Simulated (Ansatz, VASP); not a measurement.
**Cross-check of BAs between VASP and Ansatz**

Aim: how closely do two programs agree when they are given the same cell, functional and k mesh? The cell is taken from a series of runs on this material, whose earlier steps may have relaxed, scaled, displaced or heated it; both programs get it as it stands.

Program: Ansatz 0.2.0. Level of theory: plane waves, with VASP 6.6.1 beside it; LDA. Results are calculated unless marked as measured.

### 1. Set-up

It takes space group F-43m (No. 216, cubic). Conventional cell: a = 4.732 Å, b = 4.732 Å, c = 4.732 Å, α = 90.00°, β = 90.00°, γ = 90.00°. B has 4 As at 2.05 Å nearest. As has 4 B at 2.05 Å nearest. Farther neighbours are not listed.

Structure file:

```
B As
1.0
     0.00000    2.36583    2.36583
     2.36583    0.00000    2.36583
     2.36583    2.36583    0.00000
B As
1 1
Direct
  0.00000 0.00000 0.00000
  0.75000 0.75000 0.75000
```

### 2. VASP: single point, LDA

With cell and atoms fixed, the geometry can't cause a difference; cores, projectors, grids and the points listed under the comparison can.

Lines of VASP's logs that name or quote its potential files are left out, and so is its time.

Contents of INCAR:

```
SYSTEM = BAs
PREC = Accurate
ENCUT = 500
EDIFF = 1E-06
NELM = 120
ISMEAR = -1
SIGMA = 0.03
LREAL = .FALSE.
ALGO = Normal
GGA = PW92
NBANDS = 10
LORBIT = 11
LWAVE = .FALSE.
LCHARG = .FALSE.
ISIF = 2
LASPH = .TRUE.
GGA_COMPAT = .FALSE.
EFERMI = MIDGAP
KPAR = 2
```

Contents of POSCAR:

```
BAs
1.0
    0.0000000000      2.3658309558      2.3658309558
    2.3658309558      0.0000000000      2.3658309558
    2.3658309558      2.3658309558      0.0000000000
B As
1 1
Direct
    0.0000000000      0.0000000000      0.0000000000
    0.7500000000      0.7500000000      0.7500000000
```

Contents of KPOINTS:

```
Automatic mesh
0
Gamma
36 36 36
0 0 0
```

PAW data sets: B and As (LDA family, release 64).

Run with:

```bash
> mpirun -np 2 vasp_std
```

Numbers of over 12 decimals in the logs are rounded to 6 here.

What it wrote:

```text
[banner, memory and clock lines left out]
running    2 mpi-ranks, on    1 nodes
 distrk:  each k-point on    1 cores,    2 groups
 distr:  one band on    1 cores,    1 groups

 POSCAR found type information on POSCAR B As
 POSCAR found :  2 types and       2 ions
|                                                                             |
|               ----> ADVICE to this user running VASP <----                  |
|                                                                             |
|     You enforced a specific xc type in the INCAR file but a different       |
|     [... a line on the potential file left out ...]
|     I HOPE YOU KNOW WHAT YOU ARE DOING!                                     |
|                                                                             |

 LDA part: xc-table for (Slater(with rela. corr.)+PW92), standard interpolation
 POSCAR, INCAR and KPOINTS ok, starting setup
 FFT: planning ... GRIDC
 FFT: planning ... GRID_SOFT
 FFT: planning ... GRID
 WAVECAR not read
 entering main loop
       N       E                     dE             d eps       ncg     rms          rms(c)
DAV:   1     0.104767134385E+02    0.10477E+02   -0.37680E+03 24848   0.683E+02
DAV:   2    -0.130819711443E+02   -0.23559E+02   -0.22582E+02 34494   0.106E+02
DAV:   3    -0.137109793162E+02   -0.62901E+00   -0.62787E+00 29594   0.172E+01
DAV:   4    -0.137127219648E+02   -0.17426E-02   -0.17425E-02 29890   0.101E+00
DAV:   5    -0.137127248634E+02   -0.28986E-05   -0.28986E-05 29046   0.410E-02    0.522E+00
DAV:   6    -0.130288433834E+02    0.68388E+00   -0.18462E+00 26788   0.598E+00    0.247E+00
DAV:   7    -0.129412428262E+02    0.87601E-01   -0.21871E-01 29736   0.250E+00    0.904E-01
DAV:   8    -0.129276574938E+02    0.13585E-01   -0.25299E-02 27102   0.889E-01    0.104E-01
DAV:   9    -0.129276836533E+02   -0.26160E-04   -0.72956E-04 28608   0.182E-01    0.595E-02
DAV:  10    -0.129276898373E+02   -0.61839E-05   -0.84730E-05 26828   0.554E-02    0.141E-02
DAV:  11    -0.129276912581E+02   -0.14208E-05   -0.16554E-06 29100   0.942E-03    0.131E-02
DAV:  12    -0.129276910962E+02    0.16193E-06   -0.75731E-07 15314   0.394E-03
   1 F= -.12927691E+02 E0= -.12927691E+02  d E =-.143106E-10
```

OUTCAR, selected parts (step 2):

```text
ion  position               nearest neighbor table
   1  0.000  0.000  0.000-   2 2.05   2 2.05   2 2.05   2 2.05
   2  0.750  0.750  0.750-   1 2.05   1 2.05   1 2.05   1 2.05

  LATTYP: Found a face centered cubic cell.
 ALAT       =     4.7316619116

 Subroutine GETGRP returns: Found 24 space group operations
 (whereof 24 operations were pure point group operations)

The static configuration has the point symmetry T_d .

 Found   1240 irreducible k-points:

   k-points           NKPTS =   1240   k-points in BZ     NKDIM =   1240   number of bands    NBANDS=     10

   dimension x,y,z NGX =    24 NGY =   24 NGZ =   24
   dimension x,y,z NGXF=    48 NGYF=   48 NGZF=   48

   ENCUT  =  500.0 eV  36.75 Ry    6.06 a.u.   6.10  6.10  6.10*2*pi/ulx,y,z

   NELECT =       8.0000    total number of electrons

 k-points in reciprocal lattice and weights: Automatic mesh
   0.00000000  0.00000000  0.00000000       0.000
   0.02777778  0.00000000  0.00000000       0.000
   0.05555556  0.00000000  0.00000000       0.000
   0.08333333  0.00000000  0.00000000       0.000
   0.11111111  0.00000000  0.00000000       0.000
   0.13888889  0.00000000  0.00000000       0.000
   0.16666667  0.00000000  0.00000000       0.000
   0.19444444  0.00000000  0.00000000       0.000
   0.22222222  0.00000000  0.00000000       0.000
[...]
-0.27777778  0.50000000  0.22222222       0.000
  -0.25000000  0.50000000  0.25000000       0.000

 average (electrostatic) potential at core
       1 -31.5867       2 -51.7048

 E-fermi :   7.0369

 k-point     1 :       0.0000    0.0000    0.0000
  band No.  band energies     occupation
      1      -9.1527      2.00000
      2       6.4850      2.00000
      3       6.4850      2.00000
      4       6.4850      2.00000
      5       9.7737      0.00000
      6       9.7737      0.00000
      7       9.7737      0.00000
      8      11.5453      0.00000
      9      15.9911      0.00000
    ...

 k-point     2 :       0.0278    0.0000    0.0000
  band No.  band energies     occupation
      1      -9.1397      2.00000
      2       6.3447      2.00000
      3       6.4572      2.00000
      4       6.4572      2.00000
      5       9.8098      0.00000
      6       9.8098      0.00000
      7       9.8159      0.00000
      8      11.6106      0.00000
      9      16.0466      0.00000
    ...

 k-point     3 :       0.0556    0.0000    0.0000
  band No.  band energies     occupation
      1      -9.1007      2.00000
      2       5.9685      2.00000
      3       6.3782      2.00000
      4       6.3782      2.00000
      5       9.8993      0.00000
      6       9.9130      0.00000
      7       9.9130      0.00000
      8      11.8065      0.00000
      9      16.2091      0.00000
    ...

  Total        0.1434061      0.1434061      0.1434061     -0.0000000     -0.0000000     -0.0000000
  in kB        8.6755504      8.6755504      8.6755504     -0.0000000     -0.0000000     -0.0000000
  external PRESSURE =       8.6755504 kB  Pullay stress =       0.0000000 kB

  energy-cutoff  :      500.00
  volume of cell :       26.48
      direct lattice vectors                 reciprocal lattice vectors
     0.000000000  2.365830956  2.365830956    -0.211342234  0.211342234  0.211342234
     2.365830956  0.000000000  2.365830956     0.211342234 -0.211342234  0.211342234
     2.365830956  2.365830956  0.000000000     0.211342234  0.211342234 -0.211342234

 POSITION                                       TOTAL-FORCE (eV/Angst)
 -----------------------------------------------------------------------------------
      0.00000      0.00000      0.00000        -0.000000     -0.000000     -0.000000
      3.54875      3.54875      3.54875         0.000000      0.000000      0.000000
 -----------------------------------------------------------------------------------
    total drift:                               -0.000000     -0.000000     -0.000000

  FREE ENERGIE OF THE ION-ELECTRON SYSTEM (eV)
  ---------------------------------------------------
  free  energy   TOTEN  =       -12.9276910962 eV

  energy  without entropy=      -12.9276910962  energy(sigma->0) =      -12.92769110

 total charge
# of ion       s       p       d       tot
------------------------------------------
    1        0.655   1.212   0.000   1.867
    2        1.178   1.698   0.092   2.969
--------------------------------------------------
tot          1.833   2.911   0.092   4.836

[... 3 further parts left out ...]
```

The run ends at a pressure of 0.87 GPa.

### 3. Ansatz: single point, LDA

Ansatz runs on its PAW soft_1 files.

The same cell, functional (in two slightly different forms), mesh and smearing now go to Ansatz, which takes its cutoff from its data sets.

Contents of input.yaml:

```yaml
crystal:
  lattice:
    - [0.0, 2.3658309558, 2.3658309558]
    - [2.3658309558, 0.0, 2.3658309558]
    - [2.3658309558, 2.3658309558, 0.0]
  atoms:
    - { symbol: B, position: [0.0, 0.0, 0.0] }
    - { symbol: As, position: [0.75, 0.75, 0.75] }
kpoints:
  mp_grid: { grid: [36, 36, 36] }
hamiltonian:
  xc: lda
  pseudopotentials: { kind: paw, azcp: { folder: soft_1 }, xc_functional: pbe }
scf:
  occupations: { method: fermi_dirac, width: 0.03 }
output:
  forces: true
  stress: true
  eigenvalues: true
```

Run with:

```bash
> ansatz run input.yaml --threads 4 --pin off --max-ram 16384MiB --backend cpu --events-out ev --progress --plain --runs-dir out
```

What it wrote:

```text
Engine: ansatz 0.2.0, aarch64-unknown-linux-gnu
Pseudopotentials: kind: paw
Pseudopotential: B, paw, valence charge 3, recommended cutoff 420 eV (normal), soft_1/B.paw.azcp
Pseudopotential: As, paw, valence charge 15, recommended cutoff 420 eV (normal), soft_1/As.paw.azcp
Functional definition: SPW92
  exchange = slater_x
  correlation = pw_c
Crystal: 2 atoms, lattice volume = 26.484 Å³
Basis set: ecut = 420 eV, 531 PW (Γ)
Bands: 13, of which v1, the nominal top of the filled ones, is band 9 counted from 1 (8 counted from 0)
Symmetry: 24 space group operations
Space group: F-43m (ITA 216), of the structure as read, at distance tolerance 3.0e-5 Å
k-points: 1240 of 46656 (time reversal used)
Non-local potential: B, projectors of the file, l = 0: 2, l = 1: 2, l = 2: 1
Non-local potential: As, projectors of the file, l = 0: 2, l = 1: 2, l = 2: 3, l = 3: 1
PAW form: soft (Blöchl's): semilocal exchange-correlation on the pseudo side does not see the compensation charge
PAW frozen core: B, regenerated for the run's functional, and the local potential with it (the file was generated under x = pbe(κ = 0.804, μ = 0.219515), c = pbe(β = 0.066725))
PAW frozen core: As, regenerated for the run's functional, and the local potential with it (the file was generated under x = pbe(κ = 0.804, μ = 0.219515), c = pbe(β = 0.066725))
PAW one-centre angular grid: B, 110 points (default); XC on 64 Gauss nodes
PAW one-centre angular grid: As, 590 points (default); XC on 64 Gauss nodes
Initial density: superposition of atomic densities (chi_scale 0.1, normalization cell, long waves kept (reshape's long-wave potential 0.00 eV rms))
Initial wavefunctions: pseudopotential atomic-orbital guess
Functional: x = slater, c = lda
SCF iter   1: F=—  HF=-4924.241090 eV  |F-HF|=—  |Δ(HF+E_count)|=         —  Δρ=7.88e-2  dr2=2.11e0  ethr=3.10e-3  ⟨swp⟩=5.8  Hψ=92405  notcnv=0
preconditioner: auto → none  [insulator: Δε(μ)=1.800 eV  Ē_g=12.667 eV  σ=0.030 eV  W_gap=1.00  n_scr=8 (ndim 8)  ℏωp=20.4 eV  f_vac=0.000  D(μ)=0.00/eV (n_scr^D=0)  ε∞_Penn≈3.6]
SCF iter   2: F=—  HF=-4923.582587 eV  |F-HF|=—  |Δ(HF+E_count)|=   6.59e-1  Δρ=2.53e-2  dr2=1.48e-1  ethr=3.10e-3  ⟨swp⟩=2.9  Hψ=37165  notcnv=0
SCF iter   3: F=—  HF=-4923.540121 eV  |F-HF|=—  |Δ(HF+E_count)|=   4.25e-2  Δρ=1.02e-2  dr2=1.87e-2  ethr=8.22e-4  ⟨swp⟩=2.1  Hψ=25383  notcnv=0
SCF iter   4: F=—  HF=-4923.536443 eV  |F-HF|=—  |Δ(HF+E_count)|=   3.68e-3  Δρ=4.03e-3  dr2=3.27e-3  ethr=1.04e-4  ⟨swp⟩=2.5  Hψ=31747  notcnv=0
SCF iter   5: F=—  HF=-4923.535367 eV  |F-HF|=—  |Δ(HF+E_count)|=   1.08e-3  Δρ=9.25e-4  dr2=1.38e-4  ethr=1.82e-5  ⟨swp⟩=3.0  Hψ=30504  notcnv=0
SCF iter   6: F=—  HF=-4923.535350 eV  |F-HF|=—  |Δ(HF+E_count)|=   1.73e-5  Δρ=1.05e-4  dr2=1.43e-6  ethr=7.65e-7  ⟨swp⟩=2.2  Hψ=27289  notcnv=0
SCF iter   7: F=—  HF=-4923.535350 eV  |F-HF|=—  |Δ(HF+E_count)|=   5.30e-7  Δρ=5.89e-6  dr2=4.34e-9  ethr=5.56e-10  ⟨swp⟩=6.5  Hψ=79721  notcnv=0
SCF iter   8: F=-4923.535350 eV  HF=-4923.535350 eV  |F-HF|=9.09e-12  |Δ(HF+E_count)|=   1.03e-9  Δρ=3.12e-7  dr2=1.02e-11  ethr=2.41e-11  ⟨swp⟩=1.0  Hψ=48642  notcnv=0
SCF 1 converged in 8 iterations: F = -4923.535350 eV  dr2 = 1.02e-11
  greatest PAW one-centre occupation: 0.999 electrons in one spin orbital (limit 2), on the As atom at site 1 (counted from 0), in its partial waves of l = 2
SCF converged after 8 iterations
Free energy (F): -4923.535350 eV
Harris-Foulkes:  -4923.535350 eV  (|F-HF|=9.09e-12)
Internal energy: -4923.535350 eV  (E = F + TS)
E sigma→0 (E₀):  -4923.535350 eV
Fermi energy:    11.410076 eV
--- Per-component energies (eV) ---
  E_band       = -217.346862
  E_kinetic    = 148.585583
  E_local      = -1936.451983  (includes V_loc(G=0)·N_el)
  E_nonlocal   = -380.004971
  E_hartree    = 1093.339441
  E_xc         = -103.483304
  E_vxc        = -113.373393  (∫ρ·V_xc dr)
  E_paw        = -2005.330058  (= ΣΔE_a)
  E_vpaw       = -122.780916  (= ΣTr[D̂ρ^β])
  E_aug_tail   = -0.000004  (compensation charges beyond the density's cutoff)
  E_ewald      = -1742.311119
  E_core_change = 2.121063  (= ΣΔE_core)
  E_smearing   = -0.000000  (= −TS)
  E_closure    = -0.000000  (closes the sum)
  Σ components = -4923.535350   (vs F -4923.535350, Δ=0.00e0)
--- Forces (eV/Å), atoms counted from 1 ---
  atom   1  B     -0.00000000    -0.00000000    -0.00000000
  atom   2  As    -0.00000000     0.00000000     0.00000000
  max |Σ_I F_I| component: 4.98e-16 eV/Å
--- Stress (GPa, compression-positive) ---
        0.009419      -0.000000      -0.000000
        0.000000       0.009419       0.000000
       -0.000000       0.000000       0.009419
  P = ⅓ Tr σ = 0.0094 GPa (0.094 kbar)
--- Band table (eV; the first three rows and the last of 1240) ---
  k-point 0: bands = [... 5 lower, -4.7899, 10.8612, 10.8612, 10.8612, 14.1508, 14.1508, 14.1508, 15.8721]
  k-point 1: bands = [... 5 lower, -4.7769, 10.7205, 10.8334, 10.8334, 14.1869, 14.1869, 14.1925, 15.9390]
  k-point 2: bands = [... 5 lower, -4.7380, 10.3435, 10.7546, 10.7546, 14.2738, 14.2901, 14.2901, 16.1393]
  k-point 1239: bands = [... 5 lower, -0.3560, 2.8085, 5.1896, 5.4934, 16.0706, 16.8735, 17.6338, 18.0903]
```

In the SCF lines HF is the Harris–Foulkes energy and dr2 the Hartree energy of the density residual, in eV; the loop may stop once dr2 is under the threshold and the program's other checks hold. Hψ counts applications of the Hamiltonian.

The run ends at a pressure of 0.01 GPa.

### 4. Comparison

Known differences besides the potentials themselves: the data sets hold 18 valence electrons in Ansatz (on its PAW soft_1 files) and 8 in VASP; the cutoff is 420 eV in Ansatz and 500 eV in VASP; VASP's log shows a relativistic correction to its local exchange, Ansatz's none. Total energies have different zeros and are not compared.

Compared:

| quantity | Ansatz | VASP | difference |
| --- | --- | --- | --- |
| pressure (GPa) | 0.01 | 0.87 | -0.86 |
| gap on the k mesh (eV) | 1.109 | 1.104 | +0.005 |

A gap on the mesh is an upper bound, since the band edges may lie between its points.

### 5. Outcome

| Quantity | Value |
| --- | --- |
| difference in gap on the k mesh (single point, LDA) | 0.0050 eV |
| difference in pressure (single point, LDA) | -0.86 GPa |

What this shows: The difference in pressure is -0.86 GPa (single point, LDA), within the 1 GPa picked in this series as the mark of a large difference. The data sets hold unlike numbers of valence electrons (18 in Ansatz and 8 in VASP), so part of the differences may come from the potentials. 6 further pairs of this series are not shown here. Such differences can come from data sets, numerical settings and the points named under the comparisons, not from the functional's error against experiment.

[Lines on the potential files, build, host, timing and source positions are cut from VASP's logs without a mark.]

[Logs are printed without paths, hosts, clocks, repeated set-up lines and the standing remarks that a program may print on its own settings, such as how far it seeks lower states.]

[Hosts, paths, dates, database ids (printed as entryN), source tags and the programs' standing remarks are cut or masked in the printed files.]
